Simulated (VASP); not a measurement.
Consider the following.

```yaml
crystal:
  lattice:
    - [1.22619, -2.12382, 0.00000]
    - [1.22619, 2.12382, 0.00000]
    - [0.00000, 0.00000, 3.95525]
  atoms:
    - { symbol: Co, position: [0.33333, 0.66667, 0.25000], spin: 1.6 }
    - { symbol: Co, position: [0.66667, 0.33333, 0.75000], spin: 1.6 }
```

Computed with AM05 GGA, VASP's PBE PAW potentials (set 64) (plane waves; VASP). Numerical set-up: 520 eV cut-off, Gaussian smearing of 0.050 eV, potentials Co.

**Question.** Estimate the cell moment, band gap (along the path) with the smallest direct gap where there is one.

**Answer.** 
```
Item                                                          Value
-------------------------  ----------------------------------------
band gap (along the path)  none (metal, semimetal or under 0.01 eV)
cell moment                                                 3.11 μB
```

The absolute energy has meaning only against runs of the same code, potentials and settings.

The compound is Co in the hcp structure. It was relaxed first, which changed the volume by -7 %.
